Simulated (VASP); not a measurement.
An input for Ansatz (written as the equivalent of a VASP run, and not itself run):

Ansatz 0.2 input:
```yaml
crystal:
  lattice:
    - [-1.5485419, 1.5485419, 1.5485419]
    - [1.5485419, -1.5485419, 1.5485419]
    - [1.5485419, 1.5485419, -1.5485419]
  atoms:
    - { symbol: Mo, position: [0.0000000, 0.0000000, 0.0000000] }
kpoints:
  mp_grid: { grid: [16, 16, 16] }
hamiltonian:
  xc: pbesol
  pseudopotentials: { kind: paw }
scf:
  occupations: { method: methfessel_paxton, width: 0.1 }
  max_iter: 100
relax:
  max_steps: 40
  f_tol: 0.02
  cell: { p_target: 20 }
output: { forces: true, stress: true, eigenvalues: true }
```

Translate this input to VASP (INCAR, KPOINTS, POSCAR, choice of POTCAR).

This is not unique; one that fits is 
POSCAR:
```
Mo
1
   -1.5485419010     1.5485419010     1.5485419010
    1.5485419010    -1.5485419010     1.5485419010
    1.5485419010     1.5485419010    -1.5485419010
Mo
1
Direct
  0.0000000000   0.0000000000   0.0000000000
```

KPOINTS:
```
Automatic mesh
0
Gamma
16 16 16
0 0 0
```

### INCAR
```
ALGO  =  Normal
EDIFF  =  1E-6
EDIFFG  =  -0.02
ENCUT  =  500
GGA  =  PS
IBRION  =  2
ISIF  =  3
ISMEAR  =  1
LASPH  =  .TRUE.
LCHARG  =  .FALSE.
LMAXMIX  =  4
LREAL  =  .FALSE.
LWAVE  =  .FALSE.
NELM  =  100
NSW  =  40
PREC  =  Accurate
PSTRESS  =  200
SIGMA  =  0.1
SYSTEM  =  Mo
```

POTCAR, in this order: Mo_sv (PBE.64 set). Program: vasp_std.

What does not carry over: each code has its own PAW files, so the cut-off isn't converted (ENCUT is set for VASP's; basis.ecutwfc is left out, and Ansatz then takes the one that its files recommend); Ansatz stops its SCF on the density residual and VASP on the energy change (EDIFF).

The compound is Mo in the bcc structure. This run relaxes it under an external pressure of 20 GPa. Symmetry was kept, so distortions that lower it aren't found.
